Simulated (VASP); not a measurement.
SiGe3: relaxation of cell and atoms with PBE

SiGe3:

```
Si Ge
1.0
    -2.10794    2.10794    4.05183
     2.10794   -2.10794    4.05183
     2.10794    2.10794   -4.05183
Si Ge
1 3
Direct
  0.00000 0.00000 0.00000
  0.75000 0.25000 0.50000
  0.25000 0.75000 0.50000
  0.50000 0.50000 0.00000
```

The cell was built by a generator and needn't be a form met in nature.

```json
{
  "Program": "VASP 6.6.1",
  "Task": "relaxation of cell and atoms",
  "Functional": "PBE",
  "Potentials or basis": "VASP PAW PBE potentials, release 64 (Si, Ge_d)",
  "Cutoff": "520 eV",
  "k mesh": "7 × 7 × 7",
  "Occupations": "gaussian, width 0.15 eV",
  "Spin": "no spin polarisation",
  "Further INCAR settings": "PREC = Normal; ALGO = Fast; EDIFF = 0.0001; IBRION = 2; EDIFFG = -0.08; NSW = 24; ISIF = 3"
}
```

```json
{
 "Relaxed volume": "18.62 Å³/atom",
 "Relaxed cell": "a = 5.093 Å, b = 5.093 Å, c = 5.093 Å, α = 130.58°, β = 130.58°, γ = 72.48°",
 "Space group after relaxing (to 0.05 Å)": "I4/mmm (No. 139)",
 "Energy gained by relaxing": "3.9 meV/atom",
 "Ionic steps": "6",
 "Pressure after relaxing": "-0.5 GPa",
 "Band gap on the k mesh": "none (metal or under the smearing width)"
}
```

Stress tensor (GPa, compression positive):
```
-0.59  0.00  0.00
 0.00 -0.59  0.00
 0.00  0.00 -0.19
```

Step by step:
```csv
step,energy change (eV),largest force (eV/Å),pressure (GPa),volume (Å³)
1,0.0000,0.0000,2.44,72.02
2,-0.0148,0.0000,-0.68,74.91
3,-0.0156,0.0000,0.68,74.20
4,-0.0155,0.0000,-0.84,74.57
5,-0.0157,0.0000,0.41,74.37
6,-0.0156,0.0000,-0.45,74.47
```

Final structure:
```
Si Ge
1.0
    -2.12888    2.12888    4.10780
     2.12888   -2.12888    4.10780
     2.12888    2.12888   -4.10780
Si Ge
1 3
Direct
  0.00000 0.00000 0.00000
  0.75000 0.25000 0.50000
  0.25000 0.75000 0.50000
  0.50000 0.50000 0.00000
```

Levels at points of the mesh, in eV from the Fermi level:
```csv
k point,band 19,band 20,band 21,band 22,band 23,band 24,band 25,band 26,band 27
"(0.00, 0.00, 0.00)",-4.17,-3.97,-2.17,-2.17,-2.09,-2.09,-0.64,-0.49,2.33
```

It took 63 s on 1 thread of Intel(R) Xeon(R) 6975P-C (Granite Rapids), on a shared host, peak memory 0.2 GiB.
